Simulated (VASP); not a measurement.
These are PBEsol GGA, VASP's PBE PAW potentials (set 64) (plane waves; VASP) values and carry that method's errors.

VASP input:

### KPOINTS
```
Automatic mesh
0
Gamma
  6 6 6
0 0 0
```

INCAR:
```
SYSTEM = KMgF3
PREC = Accurate; ENCUT = 620; LREAL = F
LASPH = T
EDIFF = 1E-6; NELM = 100; ALGO = Normal
ISMEAR = 0; SIGMA = 0.05
GGA = PS
IBRION = 2; NSW = 40; ISIF = 3
EDIFFG = -0.02; PSTRESS = 200
LWAVE = F; LCHARG = F
```

**POSCAR**
```
KMgF3
1
    3.7528825871    -0.0000000000    -0.0000000000
    0.0000000000     3.7528825871    -0.0000000000
    0.0000000000     0.0000000000     3.7528825871
K Mg F
1 1 3
Direct
  0.0000000000   0.0000000000   0.0000000000
  0.5000000000   0.5000000000   0.5000000000
  0.5000000000   0.0000000000   0.5000000000
  0.0000000000   0.5000000000   0.5000000000
  0.5000000000   0.5000000000   0.0000000000
```

POTCAR, in this order: K_sv Mg F (PBE.64 set). Program: vasp_std.

### Question
What will the output report for the number of irreducible k-points (NKPTS), largest plane-wave count, number of space-group operations, FFT grid (NGX, NGY, NGZ)?

### Answer

```json
{
 "number of irreducible k-points (NKPTS)": "20",
 "largest_plane_wave_count": "1870",
 "number_of_space_group_operations": "48",
 "FFT grid (NGX, NGY, NGZ)": "30 × 30 × 30"
}
```

The compound is KMgF3 in the cubic perovskite structure. It was relaxed first under an external pressure of 20 GPa.
